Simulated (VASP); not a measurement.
```yaml
crystal:
  lattice:
    - [4.81639, 0.00000, 0.00000]
    - [0.00000, 4.81639, 0.00000]
    - [0.00000, 0.00000, 3.22587]
  atoms:
    - { symbol: Zr, position: [0.00000, 0.00000, 0.00000] }
    - { symbol: Zr, position: [0.50000, 0.50000, 0.50000] }
    - { symbol: O, position: [0.69451, 0.30549, 0.00000] }
    - { symbol: O, position: [0.30549, 0.69451, 0.00000] }
    - { symbol: O, position: [0.19451, 0.19451, 0.50000] }
    - { symbol: O, position: [0.80549, 0.80549, 0.50000] }
```

Level of theory: LDA (Ceperley-Alder, Perdew-Zunger), VASP's LDA PAW potentials (set 64) (plane waves; VASP 6.6.1). Numerical set-up: 520 eV cut-off, Gaussian smearing of 0.050 eV, potentials Zr_sv O.

### Question
Give the energies of bands 14 to 27 at the high-symmetry points, in eV from the valence-band maximum.

### Answer

```tsv
band	Γ	X	M	Z	R	A
14	-5.03	-4.02	-5.04	-3.85	-4.53	-3.98
15	-4.45	-3.53	-3.71	-3.20	-3.51	-3.50
16	-3.63	-3.53	-3.71	-3.20	-3.51	-3.50
17	-3.63	-2.91	-2.33	-2.84	-2.13	-3.10
18	-1.69	-2.91	-2.33	-2.84	-2.13	-3.10
19	-1.69	-2.68	-1.83	-2.22	-1.69	-1.92
20	-1.48	-2.68	-1.83	-2.22	-1.69	-1.92
21	-0.75	-1.43	-1.06	-1.94	-1.60	-1.15
22	-0.54	-1.43	-1.06	-1.94	-1.60	-1.15
23	-0.54	-0.68	-0.78	-0.83	-0.95	-0.47
24	0.00	-0.68	-0.78	-0.83	-0.95	-0.47
25	3.59	4.25	3.68	4.95	3.58	4.43
26	3.77	4.25	3.68	4.95	3.58	4.43
27	4.46	5.40	4.82	5.29	5.51	5.27
```

The gap is indirect, 3.58 eV, from the valence maximum at Γ to the conduction minimum at R.

The structure comes from a computed database's ZrO2 entry (P4_2/mnm); how it stands against other phases isn't given here. It was relaxed first.
